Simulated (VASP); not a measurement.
# AlSi2Cl (P-6m2) in VASP: further runs

The runs below take AlSi2Cl through relaxation of cell and atoms, relaxation of the atoms, with PBE, LDA.

All numbers are computed with VASP 6.6.1; they aren't measurements. Logs are shortened: lines on timing, memory, paths and dates and some standing lists are left out, and cuts for length are marked.

## 1. Starting point

The structure is hexagonal, space group P-6m2 (No. 187). The conventional cell has a = 3.803 Å, b = 3.803 Å, c = 4.990 Å, α = 90.00°, β = 90.00°, γ = 120.00°. Al (site symmetry -6m2) has 6 Si at 2.52 Å as nearest neighbours. Around Si (site symmetry 3m) lie 2 Si at 2.46 to 2.53 Å and 3 Al at 2.52 Å and 3 Cl at 2.53 Å. Cl (site symmetry -6m2) has 6 Si at 2.53 Å as nearest neighbours.

The cell was built by a generator and needn't be a form met in nature.

## 2. Relaxation of cell and atoms, PBE

INCAR reads:

```
ALGO = Normal
EDIFF = 1E-7
EDIFFG = -0.005
ENCUT = 600
GGA = PE
IBRION = 2
ISIF = 3
ISMEAR = 0
LASPH = True
LCHARG = False
LREAL = False
LWAVE = False
NELM = 100
NSW = 60
PREC = Accurate
SIGMA = 0.05
```

KPOINTS reads:

```
k-points
0
Gamma
  8 8 6
```

POSCAR reads:

```
AlSi2Cl
1.0
    3.8028207600      0.0000000000      0.0000000000
   -1.9014103800      3.2933393800      0.0000000000
    0.0000000000      0.0000000000      4.9898621600
Al Si Cl
1 2 1
Direct
    0.6666666700      0.3333333300      0.5000000000
    0.0000000000      0.0000000000      0.7468175900
    0.0000000000      0.0000000000      0.2531824100
    0.3333333300      0.6666666700      0.0000000000
```

Potentials or basis: VASP PAW PBE potentials, release 64 (Al, Si, Cl).

Run with:

```sh
$ cat potpaw_PBE.64/Al/POTCAR potpaw_PBE.64/Si/POTCAR potpaw_PBE.64/Cl/POTCAR > POTCAR
$ mpirun -np 1 vasp_std > vasp.out
```

OUTCAR:

```text
EDIFF = 1E-7
   EDIFFG = -0.005
   ENCUT = 600
   GGA = PE
   IBRION = 2
   ISIF = 3
   ISMEAR = 0
   LASPH = True
   LREAL = False
   NELM = 100
   NSW = 60
   PREC = Accurate

 ion  position               nearest neighbor table
   1  0.667  0.333  0.500-   2 2.52   3 2.52   2 2.52   3 2.52   2 2.52   3 2.52
   2  0.000  0.000  0.747-   3 2.46   1 2.52   1 2.52   1 2.52   3 2.53   4 2.53   4 2.53   4 2.53

   3  0.000  0.000  0.253-   2 2.46   1 2.52   1 2.52   1 2.52   2 2.53   4 2.53   4 2.53   4 2.53

   4  0.333  0.667  0.000-   2 2.53   3 2.53   2 2.53   3 2.53   2 2.53   3 2.53

  LATTYP: Found a hexagonal cell.
 ALAT       =     3.8028207600
 C/A-ratio  =     1.3121476070

  Lattice vectors:

 A1 = (   3.8028207600,   0.0000000000,   0.0000000000)
 A2 = (  -1.9014103800,   3.2933393800,   0.0000000000)
 A3 = (   0.0000000000,   0.0000000000,   4.9898621600)

Analysis of symmetry for initial positions (statically):
=====================================================================
 Subroutine PRICEL returns:
 Original cell was already a primitive cell.

 Routine SETGRP: Setting up the symmetry group for a
 hexagonal supercell.

 Subroutine GETGRP returns: Found 12 space group operations
 (whereof 12 operations were pure point group operations)
 out of a pool of 24 trial point group operations.

The static configuration has the point symmetry D_3h.

Analysis of symmetry for dynamics (positions and initial velocities):
=====================================================================
 Subroutine PRICEL returns:
 Original cell was already a primitive cell.

 Routine SETGRP: Setting up the symmetry group for a
 hexagonal supercell.

 Subroutine GETGRP returns: Found 12 space group operations
 (whereof 12 operations were pure point group operations)
 out of a pool of 24 trial point group operations.

The dynamic configuration has the point symmetry D_3h.

 Subroutine INISYM returns: Found 12 space group operations
 (whereof 12 operations are pure point group operations),
 and found     1 'primitive' translations

----------------------------------------------------------------------------------------

                                     Primitive cell

  volume of cell :      62.4929

  direct lattice vectors                    reciprocal lattice vectors
     3.802820760  0.000000000  0.000000000     0.262962696  0.151821584  0.000000000
    -1.901410380  3.293339380  0.000000000     0.000000000  0.303643167  0.000000000
     0.000000000  0.000000000  4.989862160     0.000000000  0.000000000  0.200406337

  length of vectors
     3.802820760  3.802820756  4.989862160     0.303643167  0.303643167  0.200406337

  position of ions in fractional coordinates (direct lattice)
     0.666666670  0.333333330  0.500000000
     0.000000000  0.000000000  0.746817590
     0.000000000  0.000000000  0.253182410
     0.333333330  0.666666670  0.000000000

  ion indices of the primitive-cell ions
   primitive index   ion index
                 1           1
                 2           2
                 3           3
                 4           4

----------------------------------------------------------------------------------------

 KPOINTS: k-points

Automatic generation of k-mesh.
 Grid dimensions read from file:
 generate k-points for:    8    8    6

 Generating k-lattice:

  Cartesian coordinates                     Fractional coordinates (reciprocal lattice)
     0.032870337  0.018977698  0.000000000     0.125000000  0.000000000  0.000000000
     0.000000000  0.037955396  0.000000000     0.000000000  0.125000000  0.000000000
     0.000000000  0.000000000  0.033401056     0.000000000  0.000000000  0.166666667

  Length of vectors
     0.037955396  0.037955396  0.033401056

  Shift w.r.t. Gamma in fractional coordinates (k-lattice)
     0.000000000  0.000000000  0.000000000

 Subroutine IBZKPT returns following result:
 ===========================================

 Found     40 irreducible k-points:

 Following reciprocal coordinates:
            Coordinates               Weight
  0.000000  0.000000  0.000000      1.000000
  0.125000  0.000000  0.000000      6.000000
  0.250000  0.000000  0.000000      6.000000
  0.375000  0.000000  0.000000      6.000000
  0.500000  0.000000  0.000000      3.000000
  0.125000  0.125000  0.000000      6.000000
[... 16 lines left out ...]
  0.250000  0.000000  0.333333     12.000000
  0.375000  0.000000  0.333333     12.000000
 [... further k-points ...]
   k-points           NKPTS =     40   k-points in BZ     NKDIM =     40   number of bands    NBANDS=     13
   number of dos      NEDOS =    301   number of ions     NIONS =      4
   total plane-waves  NPLWV =  36000
   dimension x,y,z NGX =    30 NGY =   30 NGZ =   40
   dimension x,y,z NGXF=    60 NGYF=   60 NGZF=   80
   ions per type =               1   2   1
   NGX,Y,Z   is equivalent  to a cutoff of  13.11, 13.11, 13.33 a.u.
   NGXF,Y,Z  is equivalent  to a cutoff of  26.23, 26.23, 26.65 a.u.
 SYSTEM =  unknown system
   PREC   = accura    normal or accurate (medium, high low for compatibility)
   ISTART =      0    job   : 0-new  1-cont  2-samecut
   ICHARG =      2    charge: 1-file 2-atom 10-const
   ISPIN  =      1    spin polarized calculation?
   LNONCOLLINEAR =      F non collinear calculations
   LSORBIT =      F    spin-orbit coupling
   LASPH  =      T    aspherical Exc in radial PAW
   ENCUT  =  600.0 eV  44.10 Ry    6.64 a.u.   7.60  7.60  9.97*2*pi/ulx,y,z
   NELM   =    100;   NELMIN=  2; NELMDL= -5     # of ELM steps
   EDIFF  = 0.1E-06   stopping-criterion for ELM
   LREAL  =      F    real-space projection
   EDIFFG = -.5E-02   stopping-criterion for IOM
   NSW    =     60    number of steps for IOM
   IBRION =      2    ionic relax: 0-MD 1-quasi-New 2-CG
   NFREE  =      1    steps in history (QN), initial steepest desc. (CG)
   ISIF   =      3    stress and relaxation
   ISYM   =      2    0-nonsym 1-usesym 2-fastsym
   POTIM  = 0.5000    time-step for ionic-motion
   TEBEG  =    0.0;   TEEND  =   0.0 temperature during run
   PSTRESS=    0.0 pullay stress
   NELECT =      18.0000    total number of electrons
   NUPDOWN=      -1.0000    fix difference up-down
   EMIN   =  10.00;   EMAX   =-10.00  energy-range for DOS
   EFERMI =   0.00;   METHOD = LEGACY
   ISMEAR =     0;   SIGMA  =   0.05  broadening in eV -4-tet -1-fermi 0-gaus
   EFERMI_NEDOS =   21; number of points for ismear=-14 and -15
   IALGO  =     38    algorithm
   IMIX   =      4    mixing-type and parameters
     AMIX     =   0.40;   BMIX     =  1.00
     AMIX_MAG =   1.60;   BMIX_MAG =  1.00
  volume/ion in A,a.u.               =      15.62       105.43
  Fermi-wavevector in a.u.,A,eV,Ry     =   1.081157  2.043090 15.903852  1.168900
  Thomas-Fermi vector in A             =   2.217166
   LORBIT       =      0    0 simple, 1 ext, 2 COOP (PROOUT), +10 PAW based schemes
   GGA     = PE    functional components
   LHFCALC =     F    Hartree Fock is set to
   AEXX    =    0.0000 exact exchange contribution
   IVDW    =     0    specifies the selected vdW correction
   LEPSILON=     F    determine dielectric tensor
   LRPA    =     F    only Hartree local field effects (RPA)
 conjugate gradient relaxation of ions
 non-spin polarized calculation
 Gauss-broadening in eV      SIGMA  =   0.05
  energy-cutoff  :      600.00
  volume of cell :       62.49
 maximum number of plane-waves:      2101
   NGX = 15   NGY = 15   NGZ = 19

--------------------------------------- Ionic step        1  -------------------------------------------

 number of electron      17.9999999 magnetization

 Free energy of the ion-electron system (eV)
  ---------------------------------------------------
  ext. energy  EPLUGINS =         0.00000000
  ---------------------------------------------------
  free energy    TOTEN  =       -13.91674986 eV

  energy without entropy =      -13.91589479  energy(sigma->0) =      -13.91632233

 E-fermi :   8.2888     XC(G=0): -10.6215

 val. band max:        8.1979473767   @ k =   0.2500   0.2500   0.3333
 cond. band min:       8.3130046545   @ k =   0.3750   0.2500   0.0000
 fundamental gap:      0.1150572777
 Fermi energy:         8.2887614340

 k-point     1 :       0.0000    0.0000    0.0000
  band No.  band energies     occupation
      1      -9.7984      2.00000
      2      -1.8673      2.00000
      3      -0.2078      2.00000
      4       2.6613      2.00000
      5       2.6613      2.00000
      6       4.5895      2.00000
      7       7.5746      2.00000
      8       7.6229      2.00000
      9       7.6229      2.00000
     10      10.6133      0.00000
     11      11.5424      0.00000
     12      11.5424      0.00000
     13      13.1728      0.00000
[... 475 lines left out ...]
  FREE ENERGIE OF THE ION-ELECTRON SYSTEM (eV)
  ---------------------------------------------------
  free  energy   TOTEN  =       -14.9520277778 eV

  energy  without entropy=      -14.9475274708  energy(sigma->0) =      -14.94977762

[... ionic steps 4 to 11 ...]

--------------------------------------- Ionic step       12  -------------------------------------------

 number of electron      17.9999997 magnetization

------------------------ aborting loop because EDIFF is reached ----------------------------------------

  FORCE on cell =-STRESS in cart. coord.  units (eV):
  Direction    XX          YY          ZZ          XY          YZ          ZX
  --------------------------------------------------------------------------------------
  -------------------------------------------------------------------------------------
  Total       -0.0000815     -0.0000815     -0.0118944     -0.0000000      0.0000000      0.0000000
  in kB       -0.0016313     -0.0016313     -0.2380725     -0.0000000      0.0000000      0.0000000
  external PRESSURE =      -0.0804450 kB  Pullay stress =       0.0000000 kB
[... 61 lines left out ...]
  energy  without entropy=      -15.0388777967  energy(sigma->0) =      -15.04072152

--------------------------------------- Ionic step       14  -------------------------------------------

 number of electron      17.9999997 magnetization

 Free energy of the ion-electron system (eV)
  ---------------------------------------------------
  ext. energy  EPLUGINS =         0.00000000
  ---------------------------------------------------
  free energy    TOTEN  =       -15.04256781 eV

  energy without entropy =      -15.03888978  energy(sigma->0) =      -15.04072880

 E-fermi :   5.8011     XC(G=0):  -9.5611

 val. band max:        5.8004416667   @ k =   0.2500   0.2500   0.3333
 cond. band min:       5.8059423573   @ k =   0.5000   0.0000   0.5000
 fundamental gap:      0.0055006906
 Fermi energy:         5.8011438011

 k-point     1 :       0.0000    0.0000    0.0000
  band No.  band energies     occupation
      1     -10.5871      2.00000
      2      -4.0805      2.00000
      3      -0.7999      2.00000
      4       1.1139      2.00000
      5       1.1139      2.00000
      6       1.8865      2.00000
      7       4.3815      2.00000
      8       4.3815      2.00000
      9       4.4813      2.00000
     10       5.6602      1.99993
     11       8.5452      0.00000
     12       8.5452      0.00000
     13       9.7221      0.00000
[... 399 lines left out ...]
  FREE ENERGIE OF THE ION-ELECTRON SYSTEM (eV)
  ---------------------------------------------------
  free  energy   TOTEN  =       -15.0425678131 eV

  energy  without entropy=      -15.0388897804  energy(sigma->0) =      -15.04072880

 reached required accuracy - stopping structural energy minimisation
```

Run time: 5 min. Hardware: 1 thread of Intel Xeon Platinum 8259CL at 2.50GHz (Skylake/Cascade Lake), shared host; peak memory 0.21 GiB.

What came out:

- Free energy: -15.0426 eV
- Relaxed volume: 20.01 Å³/atom
- Relaxed cell: a = 4.303 Å, b = 4.303 Å, c = 4.991 Å, α = 90.00°, β = 90.00°, γ = 120.00°
- Space group after relaxing (to 0.05 Å): P-6m2 (No. 187)
- Energy gained by relaxing: 281.5 meV/atom
- Ionic steps: 14
- Pressure after relaxing: 0.0 GPa
- Band gap on the k mesh: none (metal or under the smearing width)

Step by step:
```csv
step,energy change (eV),largest force (eV/Å),pressure (GPa),volume (Å³)
1,0.0000,0.8816,21.24,62.49
2,-1.0224,0.4788,-2.34,83.12
3,-1.0353,0.4899,-0.66,80.30
4,-1.0354,0.4878,-0.91,80.69
5,-1.0987,0.1373,-0.30,80.36
6,-1.1017,0.3314,-0.10,80.27
7,-1.1145,0.2391,-0.07,80.08
8,-1.1255,0.0203,0.21,79.69
9,-1.1255,0.0295,0.22,79.68
10,-1.1258,0.0092,-0.04,80.11
11,-1.1258,0.0118,-0.02,80.05
12,-1.1258,0.0121,-0.01,80.05
13,-1.1258,0.0053,0.02,80.02
14,-1.1258,0.0007,0.01,80.03
```

Final structure:
```
Al Si Cl
1.0
     4.30297    0.00000    0.00000
    -2.15148    3.72648    0.00000
     0.00000    0.00000    4.99105
Al Si Cl
1 2 1
Direct
  0.66667 0.33333 0.50000
  0.00000 0.00000 0.74066
  0.00000 0.00000 0.25934
  0.33333 0.66667 0.00000
```

Levels at points of the mesh, in eV from the Fermi level:
```
           k point  band 5  band 6  band 7  band 8  band 9  band 10  band 11  band 12  band 13
(0.00, 0.00, 0.00)   -4.69   -3.91   -1.42   -1.42   -1.32    -0.14     2.74     2.74     3.92
(0.50, 0.00, 0.00)   -5.14   -4.95   -3.69   -1.35   -0.93     0.64     1.16     1.70     4.08
(0.00, 0.00, 0.50)   -4.57   -3.79   -1.03   -1.03    0.34     0.83     0.93     0.93     2.98
(0.50, 0.00, 0.50)   -5.11   -3.29   -3.25   -2.14    0.00     2.24     2.40     2.62     2.68
```

Caveat: the volume moved by over 15 % at a fixed basis, so the end points are rough.

## 3. Relaxation of the atoms, LDA

INCAR reads:

```
SYSTEM = AlSi2Cl
  ALGO = Normal
  EDIFF = 1E-6
  EDIFFG = -0.005
  ENCUT = 520
  GGA = CA
  IBRION = 2
  ISIF = 2
  ISMEAR = 0
  LASPH = .True.
  LCHARG = .False.
  LREAL = .False.
  LWAVE = .False.
  NELM = 80
  NSW = 60
  PREC = Accurate
  SIGMA = 0.05
```

KPOINTS reads:

```
k-points
0
Gamma
  8 8 6
  0 0 0
```

POSCAR is that of step 2.

Potentials or basis: VASP PAW LDA potentials, release 64 (Al, Si, Cl).

Run with:

```sh
$ cat potpaw_LDA.64/Al/POTCAR potpaw_LDA.64/Si/POTCAR potpaw_LDA.64/Cl/POTCAR > POTCAR
$ mpirun -np 1 vasp_std > vasp.out
```

Run time: 44 s. Hardware: 1 thread of Intel Xeon Platinum 8259CL at 2.50GHz (Skylake/Cascade Lake), shared host; peak memory 0.17 GiB.

It converged, with:

```yaml
Free_energy: -16.6100 eV
Energy_gained_by_relaxing: 9.5 meV/atom
Ionic_steps: 3
Pressure_after_relaxing: 16.8 GPa
Band_gap_on_the_k_mesh: none (metal or under the smearing width)
```

Stress tensor (GPa, compression positive):
```
18.94  0.00  0.00
 0.00 18.94  0.00
 0.00  0.00 12.53
```

Step by step:
| step | energy change (eV) | largest force (eV/Å) | pressure (GPa) |
| --- | --- | --- | --- |
| 1 | 0.0000 | 0.8455 | 16.24 |
| 2 | -0.0377 | 0.0587 | 16.75 |
| 3 | -0.0378 | 0.0009 | 16.81 |

Final structure:
```cif
data_structure
_symmetry_space_group_name_H-M 'P 1'
_symmetry_Int_Tables_number 1
_cell_length_a 3.8028
_cell_length_b 3.8028
_cell_length_c 4.9899
_cell_angle_alpha 90.000
_cell_angle_beta 90.000
_cell_angle_gamma 120.000
_cell_volume 62.49
loop_
_atom_site_label
_atom_site_type_symbol
_atom_site_fract_x
_atom_site_fract_y
_atom_site_fract_z
_atom_site_occupancy
Al1 Al 0.66667 0.33333 0.50000 1
Si1 Si 0.00000 0.00000 0.73808 1
Si2 Si 0.00000 0.00000 0.26192 1
Cl1 Cl 0.33333 0.66667 0.00000 1
```

Levels at points of the mesh, in eV from the Fermi level:
```tsv
k point	band 7	band 8	band 9	band 10	band 11	band 12
(0.00, 0.00, 0.00)	-0.86	-0.86	-0.76	1.95	3.16	3.16
(0.50, 0.00, 0.00)	-4.30	-1.09	-0.68	0.74	1.41	1.97
(0.00, 0.00, 0.50)	-0.45	-0.45	0.13	1.32	1.32	2.79
(0.50, 0.00, 0.50)	-3.11	-2.11	0.09	1.79	2.42	2.57
```
